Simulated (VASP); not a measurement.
```xyz
2
Lattice="0.0000 3.2677 3.2677 3.2677 0.0000 3.2677 3.2677 3.2677 0.0000" Properties=species:S:1:pos:R:3 pbc="T T T"
Te     3.2677     3.2677     3.2677
Pb     3.2677     0.0000     3.2677
```

Method: r2SCAN meta-GGA, VASP's PBE PAW potentials (set 64) (plane waves; VASP 6.6.1). Numerical set-up: 400 eV cut-off, 8×8×8 Γ-centred mesh, tetrahedra with Blöchl corrections, potentials Te Pb_d.

Unless said otherwise, spin-orbit coupling is left out, though it shifts the bands of the heavy elements here.

Q: Estimate the energy per atom (σ→0), band gap (over mesh and band path) with the smallest direct gap where there is one.

A: 
```yaml
band gap (over mesh and band path): 1.09 eV
smallest direct gap (over mesh and band path): 1.09 eV
energy per atom (σ→0): -41.353 eV/atom
```

The compound is PbTe in the rock salt structure. It was relaxed first.
